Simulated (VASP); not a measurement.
Given:

```xyz
2
Lattice="0.0000 1.7925 1.7925 1.7925 0.0000 1.7925 1.7925 1.7925 0.0000" Properties=species:S:1:pos:R:3 pbc="T T T"
B      0.0000     0.0000     0.0000
N      2.6888     2.6888     2.6888
```

Level of theory: PBE GGA, VASP's PBE PAW potentials (set 64) (plane waves; VASP 6.6.1). Numerical set-up: 400 eV cut-off, 13×13×13 Γ-centred mesh, Gaussian smearing of 0.010 eV, potentials B N.

At this cut-off the stress carries a Pulay error, which pulls relaxed volumes low.

### Question
Give the stress tensor in GPa (positive for a compressed cell).

### Answer

```
6.78  0.00  0.00
0.00  6.78  0.00
0.00  0.00  6.78
```
The pressure is its mean diagonal, 6.78 GPa.

The structure comes from a computed database's BN entry; how it stands against other phases isn't given here. The cell was not relaxed at this level.
